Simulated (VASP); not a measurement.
Input:

```yaml
crystal:
  lattice:
    - [-1.50870, 1.50870, 1.50870]
    - [1.50870, -1.50870, 1.50870]
    - [1.50870, 1.50870, -1.50870]
  atoms:
    - { symbol: V, position: [0.00000, 0.00000, 0.00000] }
```

Method: PBEsol GGA, VASP's PBE PAW potentials (set 64) (plane waves; VASP). Settings: 520 eV cut-off, 17×17×17 Γ-centred mesh, first-order Methfessel-Paxton smearing of 0.10 eV, potentials V_sv.

Task: Give the stress tensor in GPa (positive for a compressed cell).

Result: 
```
-10.05    0.00    0.00
  0.00  -10.05    0.00
  0.00    0.00  -10.05
```
The pressure is its mean diagonal, -10.05 GPa.

The compound is V in the bcc structure. This cell is one point of a volume scan, at 1.06 of the reference volume. The run is not spin-polarised, so no magnetic state was tried.
